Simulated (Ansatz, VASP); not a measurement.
## Cross-check of SrLi2Al6Si11O33 between VASP and Ansatz

One calculation is typed for both programs; each brings its own data sets. How far apart do they land? The structure shown is frame 107 of Ansatz's trajectory.

Calculated with Ansatz 0.2.0; plane waves, with VASP 6.6.1 beside it; single point at PBE.

## Step 1: Starting point

The cell holds 106 atoms: 22 Si, 12 Al, 2 Sr, 4 Li and 66 O. Its edges and angles: a = 11.040 Å, b = 11.040 Å, c = 11.040 Å, α = 90.0°, β = 90.0°, γ = 90.0°. As first built, before any earlier steps moved the atoms (in the runner's words): 106 atoms (22 Si, 12 Al, 2 Sr, 4 Li, 66 O) placed at random at 2.72 g/cm^3, melted at 4000 K for 10 ps at fixed volume with the Morse and Coulomb pair potential with partial charges (Pedone, Malavasi, Menziani, Cormack and Segre, J. Phys. Chem. B 110, 11780 (2006)). Quenched from 4000 K to 300 K at 50 K/ps and fixed volume, held 5 ps.

## Step 2: Ansatz: dynamics, PBE

Ansatz runs on its default PAW (the set named soft_2) files.

One frame of this run of dynamics is then solved in both programs, so the motion causes no difference.

Input file input.yaml:

```yaml
crystal:
  lattice:
    - [11.0396, 0.0, 0.0]
    - [0.0, 11.0396, 0.0]
    - [0.0, 0.0, 11.0396]
  atoms:
    - { symbol: Si, position: [0.75704, 0.44225, 0.02002] }
    - { symbol: Si, position: [0.03673, 0.95852, 0.60122] }
    - { symbol: Si, position: [0.1407, 0.06301, 0.27371] }
    - { symbol: Si, position: [0.69401, 0.30319, 0.58621] }
    - { symbol: Si, position: [0.01144, 0.67515, 0.29725] }
    - { symbol: Si, position: [0.46463, 0.21833, 0.07035] }
    - { symbol: Si, position: [0.557, 0.90615, 0.44849] }
    - { symbol: Si, position: [0.30646, 0.29592, 0.76067] }
    - { symbol: Si, position: [0.24105, 0.38937, 0.12256] }
    - { symbol: Si, position: [0.36577, 0.05077, 0.89645] }
    - { symbol: Si, position: [0.06358, 0.24292, 0.62936] }
    - { symbol: Si, position: [0.5891, 0.5247, 0.21952] }
    - { symbol: Si, position: [0.15981, 0.5888, 0.5387] }
    - { symbol: Si, position: [0.43641, 0.22575, 0.52939] }
    - { symbol: Si, position: [0.96716, 0.84386, 0.8577] }
    - { symbol: Si, position: [0.22879, 0.53816, 0.89564] }
    - { symbol: Si, position: [0.77428, 0.62962, 0.81902] }
    - { symbol: Si, position: [0.99143, 0.41999, 0.17551] }
    - { symbol: Si, position: [0.53595, 0.90783, 0.72673] }
    - { symbol: Si, position: [0.63672, 0.5794, 0.60225] }
    - { symbol: Si, position: [0.55292, 0.79105, 0.09952] }
    - { symbol: Si, position: [0.65765, 0.23924, 0.86762] }
    - { symbol: Al, position: [0.33165, 0.5244, 0.34375] }
    - { symbol: Al, position: [0.72853, 0.67498, 0.38481] }
    - { symbol: Al, position: [0.39047, 0.73302, 0.56442] }
    - { symbol: Al, position: [0.72292, 0.95091, 0.92339] }
    - { symbol: Al, position: [0.91807, 0.22551, 0.3892] }
    - { symbol: Al, position: [0.32842, 0.81322, 0.25482] }
    - { symbol: Al, position: [0.20948, 0.32469, 0.39248] }
    - { symbol: Al, position: [0.62495, 0.1704, 0.32691] }
[... 70 atom lines left out ...]
    - { symbol: O, position: [0.27567, 0.50348, 0.03463] }
    - { symbol: O, position: [0.25354, 0.67284, 0.86993] }
    - { symbol: O, position: [0.66324, 0.87571, 0.05799] }
    - { symbol: O, position: [0.04362, 0.78805, 0.22368] }
    - { symbol: O, position: [0.46108, 0.49147, 0.27369] }
    - { symbol: O, position: [0.02335, 0.10472, 0.62842] }
kpoints:
  mp_grid: { grid: [1, 1, 1] }
hamiltonian:
  xc: pbe
scf:
  occupations: { method: fermi_dirac, width: 0.025 }
output:
  forces: true
md:
  timestep: 1.0
  n_steps: 320
  ensemble: nve
  temperature: 300
  initial_velocities: maxwell_boltzmann
  seed: 1919
```

Command:

```bash
$ ansatz run input.yaml --threads 4 --pin off --max-ram 8192MiB --backend cpu --events-out ev --progress --plain --runs-dir out
```

Numbers of over 12 decimals in the logs are rounded to 6 here.

Output:

```text
Warning: md: disabling space-group detection — thermal motion breaks the input geometry's symmetry, so no spatial operation reduces the k-mesh or symmetrises the density; time reversal is kept, so that k and −k are solved as one point where they differ and the mesh holds both, and exact exchange and, on two spinor components, a DFT+U term hold to it where the run has them: on two components no moment then forms, and  [...]
Engine: ansatz 0.2.0, aarch64-unknown-linux-gnu
Pseudopotentials: kind: paw
Pseudopotential: Si, paw, valence charge 4, recommended cutoff 420 eV (normal), Si.paw.azcp
Pseudopotential: Al, paw, valence charge 3, recommended cutoff 420 eV (normal), Al.paw.azcp
Pseudopotential: Sr, paw, valence charge 10, recommended cutoff 420 eV (normal), Sr.paw.azcp
Pseudopotential: Li, paw, valence charge 3, recommended cutoff 420 eV (normal), Li.paw.azcp
Pseudopotential: O, paw, valence charge 6, recommended cutoff 420 eV (normal), O.paw.azcp
Functional definition: PBE
  parameter kappa = 0.804
  parameter beta = 0.066725
  exchange = pbe_x(kappa = kappa, mu = beta*pi^2/3)
  correlation = pbe_c(beta = beta)
Crystal: 106 atoms, lattice volume = 1345.427 Å³
Basis set: ecut = 420 eV, 26193 PW (Γ), exchange–correlation on 150×150×150 points (8 copies of the dense FFT grid, shifted against one another)
Bands: 382, of which v1, the nominal top of the filled ones, is band 276 counted from 1 (275 counted from 0)
Symmetry: 1 space group operations
k-points: 1
Non-local potential: Si, projectors of the file, l = 0: 2, l = 1: 2, l = 2: 2
Non-local potential: Al, projectors of the file, l = 0: 2, l = 1: 2, l = 2: 1
Non-local potential: Sr, projectors of the file, l = 0: 3, l = 1: 2, l = 2: 2
Non-local potential: Li, projectors of the file, l = 0: 3, l = 1: 2, l = 2: 1
Non-local potential: O, projectors of the file, l = 0: 2, l = 1: 2, l = 2: 1
PAW form: soft (Blöchl's): semilocal exchange-correlation on the pseudo side does not see the compensation charge
PAW one-centre angular grid: Si, 110 points (default); XC on 64 Gauss nodes
PAW one-centre angular grid: Al, 110 points (default); XC on 64 Gauss nodes
PAW one-centre angular grid: Sr, 110 points (default); XC on 64 Gauss nodes
PAW one-centre angular grid: Li, 110 points (default); XC on 64 Gauss nodes
PAW one-centre angular grid: O, 110 points (default); XC on 64 Gauss nodes
Initial density: superposition of atomic densities (neutral atoms: chi_scale 0, normalization atom), corrected by the library's trained network
Initial wavefunctions: pseudopotential atomic-orbital guess
Functional: x = pbe(κ = 0.804, μ = 0.219515), c = pbe(β = 0.066725)
SCF iter   1: F=—  HF=-65914.973005 eV  |F-HF|=—  |Δ(HF+E_count)|=         —  Δρ=2.12e-3  dr2=6.53e-2  ethr=1.77e-3  ⟨swp⟩=7.0  Hψ=1878  notcnv=0  defer=59
preconditioner: auto → Resta (q_TF=auto, 2.352 Å⁻¹)  ε∞=3.2  [insulator: Δε(μ)=3.790 eV  Ē_g=15.959 eV  σ=0.025 eV  W_gap=1.00  n_scr=304 (ndim 8)  ℏωp=23.5 eV  f_vac=0.121  D(μ)=0.00/eV (n_scr^D=0)  ε∞_Penn≈3.2]
SCF iter   2: F=—  HF=-65914.994961 eV  |F-HF|=—  |Δ(HF+E_count)|=   2.20e-2  Δρ=1.16e-3  dr2=1.58e-2  ethr=1.18e-5  ⟨swp⟩=2.0  Hψ=654  notcnv=0  defer=97
SCF iter   3: F=—  HF=-65914.998613 eV  |F-HF|=—  |Δ(HF+E_count)|=   3.65e-3  Δρ=4.85e-4  dr2=4.37e-3  ethr=2.85e-6  ⟨swp⟩=2.0  Hψ=493  notcnv=0  defer=97
SCF iter   4: F=—  HF=-65914.999445 eV  |F-HF|=—  |Δ(HF+E_count)|=   8.32e-4  Δρ=1.30e-4  dr2=2.72e-4  ethr=7.91e-7  ⟨swp⟩=2.0  Hψ=493  notcnv=0  defer=97
SCF iter   5: F=—  HF=-65914.999526 eV  |F-HF|=—  |Δ(HF+E_count)|=   8.04e-5  Δρ=7.27e-5  dr2=6.77e-5  ethr=4.94e-8  ⟨swp⟩=2.0  Hψ=534  notcnv=0  defer=97
SCF iter   6: F=—  HF=-65914.996588 eV  |F-HF|=—  |Δ(HF+E_count)|=   2.94e-3  Δρ=3.87e-5  dr2=1.69e-5  ethr=1.23e-8  ⟨swp⟩=2.0  Hψ=658  notcnv=0  defer=97
SCF iter   7: F=—  HF=-65914.996589 eV  |F-HF|=—  |Δ(HF+E_count)|=   1.04e-6  Δρ=9.47e-6  dr2=1.25e-6  ethr=3.07e-9  ⟨swp⟩=2.0  Hψ=555  notcnv=0  defer=97
SCF iter   8: F=—  HF=-65914.996591 eV  |F-HF|=—  |Δ(HF+E_count)|=   1.11e-6  Δρ=7.52e-6  dr2=6.14e-7  ethr=2.27e-10  ⟨swp⟩=2.0  Hψ=554  notcnv=0  defer=97
SCF iter   9: F=-65914.996591 eV  HF=-65914.996591 eV  |F-HF|=2.15e-8  |Δ(HF+E_count)|=   3.46e-8  Δρ=1.34e-6  dr2=2.75e-8  ethr=1.81e-11  ⟨swp⟩=2.0  Hψ=1213  notcnv=0
SCF 1 converged in 9 iterations: F = -65914.996591 eV  dr2 = 2.75e-8
  greatest PAW one-centre occupation: 1.000 electrons in one spin orbital (limit 2), on the Li atom at site 37 (counted from 0), in its partial waves of l = 0
[...]
md step   318: t =   318.00 fs  T =   469.8 K  F+E_penalty+E_count = -65917.31016955 eV  E_kin = 6.376896 eV  conserved = -65910.93327382 eV  (3 SCF iters)
[...]
md step   319: t =   319.00 fs  T =   464.6 K  F+E_penalty+E_count = -65917.23819187 eV  E_kin = 6.305334 eV  conserved = -65910.93285798 eV  (4 SCF iters)
[...]
md step   320: t =   320.00 fs  T =   460.1 K  F+E_penalty+E_count = -65917.17772413 eV  E_kin = 6.245071 eV  conserved = -65910.93265344 eV  (8 SCF iters)
SCF converged after 8 iterations
Free energy (F): -65917.177724 eV
Harris-Foulkes:  -65917.177724 eV  (|F-HF|=1.28e-8)
Internal energy: -65917.177724 eV  (E = F + TS)
E sigma→0 (E₀):  -65917.177724 eV
Fermi energy:    5.756388 eV
--- Per-component energies (eV) ---
  E_band       = -2375.027868
  E_kinetic    = 13629.356365
  E_local      = -34487.138910  (includes V_loc(G=0)·N_el)
  E_nonlocal   = 4083.689053
  E_hartree    = 12549.243809
  E_xc         = -7009.513391
  E_vxc        = -8048.078618  (∫ρ·V_xc dr)
  E_paw        = -32850.987603  (= ΣΔE_a)
  E_vpaw       = -2651.508493  (= ΣTr[D̂ρ^β])
  E_aug_tail   = 0.167493  (compensation charges beyond the density's cutoff)
  E_ewald      = -21831.994540
  E_smearing   = -0.000000  (= −TS)
  E_closure    = -0.000000  (closes the sum)
  Σ components = -65917.177724   (vs F -65917.177724, Δ=0.00e0)
--- Forces (eV/Å), atoms counted from 1 ---
  atom   1  Si    -1.62545811    -0.11474745    -0.58681191
  atom   2  Si     0.10318654    -1.86732070    -2.71857768
  atom   3  Si     1.86290893     1.74169515     1.88054807
  atom   4  Si    -0.40752378     1.62644012    -0.15919323
  atom   5  Si     2.01469356     2.29296948     1.12734194
  atom   6  Si    -0.29569070    -1.30836964    -0.99956667
  atom   7  Si    -1.58282876    -0.47595973    -0.47344843
  atom   8  Si    -1.53429435    -1.97477056    -0.82305164
  atom   9  Si     0.58240789    -1.13232580     0.29024186
  atom  10  Si    -1.09618728    -1.69098685    -0.00639242
  atom  11  Si     1.72173803    -1.31938174    -1.77676270
  atom  12  Si     0.93985564     1.36536180    -1.41517006
  atom  13  Si     2.11953215     0.15276353    -1.13724893
  atom  14  Si     0.98708610     1.77484609     2.01247995
  atom  15  Si    -2.18291726    -1.13013128     3.53180895
  atom  16  Si     1.19844346     0.22391909    -2.02132452
  atom  17  Si     0.69969465    -0.23049196    -0.12460504
  atom  18  Si     0.44057018    -0.85094028    -2.24897621
  atom  19  Si     0.92976871    -0.46883896     0.65467644
  atom  20  Si    -1.45321401     0.49372500     0.01594578
  atom  21  Si     0.24828584     0.39151220     0.19928726
  atom  22  Si    -0.03346253    -0.03211735    -0.41876895
  atom  23  Al    -2.28171240     1.02769473     1.20442323
  atom  24  Al     1.03031037    -2.16558596    -0.57626189
[...]
atom  99  O     -0.77535254    -0.65278307    -0.20464774
  atom 100  O     -1.66377044    -1.00710901     0.53369543
  atom 101  O      0.47282560     0.48788319     2.42731009
  atom 102  O      0.42294693     0.85681848     0.45991086
  atom 103  O      1.19958520     0.88941600    -0.27627386
  atom 104  O     -0.15365153    -0.53246755     1.27360443
  atom 105  O      0.38267038    -1.29510150    -1.41285141
  atom 106  O     -0.14380946     1.28912077     1.18043343
  max |Σ_I F_I| component: 1.98e-4 eV/Å
--- MD trajectory: 320 steps, t = 0.0 → 320.0 fs ---
  final state: T = 460.1 K   F+E_penalty+E_count = -65917.17772413 eV   E_kin = 6.245071 eV
  conserved energy: peak-to-peak 1.431e-2 eV (1.350e-4 eV/atom) over 320.0 fs
```

## Step 3: VASP: single point, PBE

The same cell, functional, mesh and smearing now go to VASP, with its own data sets.

Lines of VASP's logs that name or quote its potential files are left out, and so is its time.

Input file INCAR:

```
SYSTEM = SrLi2Al6Si11O33
PREC = Accurate
ENCUT = 650
EDIFF = 1E-06
NELM = 120
ISMEAR = -1
SIGMA = 0.025
LREAL = Auto
ALGO = Normal
GGA = PE
NBANDS = 352
LORBIT = 11
LWAVE = .FALSE.
LCHARG = .FALSE.
ISIF = 2
LASPH = .TRUE.
GGA_COMPAT = .FALSE.
EFERMI = MIDGAP
NCORE = 2
```

Input file POSCAR:

```
SrLi2Al6Si11O33
1.0
   11.0396000000      0.0000000000      0.0000000000
    0.0000000000     11.0396000000      0.0000000000
    0.0000000000      0.0000000000     11.0396000000
Si Al Sr Li O
22 12 2 4 66
Direct
    0.7564495090      0.4628247400      0.0174825175
    0.0318218051      0.9424345085      0.6327856082
    0.1208739447      0.0667053154      0.2811152578
    0.6915286786      0.2882894308      0.5876571615
    0.0018116598      0.6741186275      0.2979908692
    0.4726711113      0.2113210624      0.0561071053
    0.5617957172      0.9212380883      0.4529511939
    0.3209445994      0.2783705931      0.7633700496
    0.2386771260      0.3735280264      0.1106199500
    0.3676310736      0.0370937353      0.8755570854
    0.0629642378      0.2293108446      0.6432841770
    0.5868419146      0.5470759810      0.2026794449
    0.1473241784      0.6004384217      0.5221022501
    0.4290282257      0.2274448350      0.5380539150
    0.9576252763      0.8306098047      0.8738722417
    0.2491213450      0.5274013551      0.8949327874
    0.7801007283      0.6198775318      0.8201837023
    0.9926718359      0.4253596145      0.1796351317
    0.5447932896      0.9226783579      0.7254067176
    0.6359560129      0.5792148266      0.6031468531
    0.5666962571      0.8059259393      0.1084731331
    0.6761839197      0.2480343491      0.8696510743
    0.3137794848      0.5320029711      0.3146128483
    0.7102250082      0.6710840972      0.3657107142
    0.4027863328      0.7365756006      0.5653828037
    0.7314033117      0.9699445632      0.9477879633
    0.9159933331      0.2235859995      0.3928584369
    0.3122033407      0.8127468387      0.2519022428
    0.1997173811      0.3118863002      0.4087919852
    0.6333381644      0.1720442770      0.3296586833
[... 70 atom lines left out ...]
    0.2638954310      0.4967843038      0.0335157071
    0.2917768760      0.6591271423      0.8718341244
    0.6709482228      0.9039548534      0.0912804812
    0.0376191166      0.8077375992      0.2378165876
    0.4459128954      0.5163864633      0.2231783760
    0.0261513098      0.0885901663      0.6877604261
```

Input file KPOINTS:

```
Automatic mesh
0
Gamma
1 1 1
0 0 0
```

The projector-augmented-wave data sets are Si, Al, Sr_sv, Li_sv and O (PBE family, release 64).

Command:

```bash
$ mpirun -np 8 vasp_gam
```

Output:

```text
[banner, memory and clock lines left out]
running    8 mpi-ranks, on    1 nodes
[...]
LDA part: xc-table for (Slater+PW92), standard interpolation
 POSCAR, INCAR and KPOINTS ok, starting setup
[...]
entering main loop
       N       E                     dE             d eps       ncg     rms          rms(c)
DAV:   1     0.580699678865E+04    0.58070E+04   -0.36409E+05   704   0.186E+03
DAV:   2    -0.348671276686E+03   -0.61557E+04   -0.59176E+04   864   0.418E+02
DAV:   3    -0.877303749554E+03   -0.52863E+03   -0.52479E+03   832   0.130E+02
DAV:   4    -0.897213398445E+03   -0.19910E+02   -0.19833E+02   896   0.221E+01
[...]
DAV:  18    -0.788629902074E+03    0.70655E-06   -0.92043E-05   840   0.220E-02    0.127E-02
DAV:  19    -0.788629901483E+03    0.59099E-06   -0.12349E-05   848   0.747E-03    0.670E-03
DAV:  20    -0.788629901969E+03   -0.48543E-06   -0.36559E-06   720   0.439E-03
   1 F= -.78862990E+03 E0= -.78862990E+03  d E =0.000000E+00
```

OUTCAR, selected parts (step 3):

```text
  Total      -13.9985180      3.7712548    -15.8287803     -0.5889799     -5.3266139      2.9498878
  in kB      -16.6698860      4.4909317    -18.8494212     -0.7013763     -6.3431033      3.5128214
  external PRESSURE =     -10.3427918 kB  Pullay stress =       0.0000000 kB

 POSITION                                       TOTAL-FORCE (eV/Angst)
 -----------------------------------------------------------------------------------
      8.35090      5.10940      0.19300         0.397061     -3.802803      1.638706
      0.35130     10.40410      6.98570         0.205390      1.021899      0.037527
      1.33440      0.73640      3.10340         1.445223     -1.716854     -3.440701
      7.63420      3.18260      6.48750         1.569623      0.940827      0.711986
      0.02000      7.44200      3.28970        -2.724905      2.870256     -1.922805
      5.21810      2.33290      0.61940        -0.332656      0.682439     -0.543021
      6.20200     10.17010      5.00040        -2.041782     -1.614893     -3.101572
      3.54310      3.07310      8.42730        -1.390388     -0.139379     -0.456354
      2.63490      4.12360      1.22120         0.684410      0.009111     -0.634275
      4.05850      0.40950      9.66580         0.593202      0.398791      2.423861
      0.69510      2.53150      7.10160         0.746155     -2.008618     -1.282514
[...]
6.99340      8.90090      4.34620         0.398200      1.619253      0.362364
      2.15260      2.08130      3.30100         0.393529     -0.404311      0.654766
[...]
-----------------------------------------------------------------------------------
    total drift:                                0.019547      0.038319      0.026828

  FREE ENERGIE OF THE ION-ELECTRON SYSTEM (eV)
  ---------------------------------------------------
  free  energy   TOTEN  =      -788.6299019686 eV

  energy  without entropy=     -788.6299019686  energy(sigma->0) =     -788.62990197

[... 3 further parts left out ...]
[key lines of the parts left out:]
E-fermi :   3.9826
```

The run ends at a pressure of -1.03 GPa, with forces up to 4.4 eV/Å.

## Step 4: Differences

Known differences besides the potentials themselves: the cutoff is 420 eV in Ansatz and 650 eV in VASP (PREC = Accurate, projectors in real space). Total energies have different zeros and are not compared.

Forces on 9 of the 106 atoms, those with the largest forces and the largest differences (eV/Å; atoms numbered as in POSCAR):

| atom | Ansatz x, y, z | VASP x, y, z |
| --- | --- | --- |
| Si1 | 0.361, -3.751, 1.626 | 0.397, -3.803, 1.639 |
| Si3 | 1.421, -1.655, -3.403 | 1.445, -1.717, -3.441 |
| Si5 | -2.702, 2.857, -1.899 | -2.725, 2.870, -1.923 |
| Si7 | -2.019, -1.620, -3.060 | -2.042, -1.615, -3.102 |
| Si16 | -2.352, -2.605, -0.715 | -2.321, -2.606, -0.735 |
| O50 | -0.009, 2.371, -2.013 | -0.009, 2.405, -2.040 |
| O59 | -0.338, -1.047, 0.971 | -0.352, -1.099, 1.034 |
| O61 | -0.794, 0.017, 0.441 | -0.868, -0.008, 0.404 |
| O96 | -0.374, 3.255, -2.093 | -0.395, 3.307, -2.115 |

The forces differ by 26 meV/Å r.m.s., which is 2.5 % of the r.m.s. force of 1.061 eV/Å (both taken over all components).

## Step 5: Results

```json
{"r.m.s. force difference (single point, PBE)": "2.5 % of the r.m.s. force"}
```

**Reading.** The r.m.s. force difference is 2.5 % of the r.m.s. force (single point, PBE), within the 3 % picked in this series as the mark of a large difference. 2 further runs of this series are not shown here. Such differences can come from data sets, numerical settings and the points named under the comparisons, not from the functional's error against experiment.

[Lines on the potential files, build, host, timing and source positions are cut from VASP's logs without a mark.]

[Logs are printed without paths, hosts, clocks, repeated set-up lines and the standing remarks that a program may print on its own settings, such as how far it seeks lower states.]

[Hosts, paths, dates, database ids (printed as entryN), source tags and the programs' standing remarks are cut or masked in the printed files.]
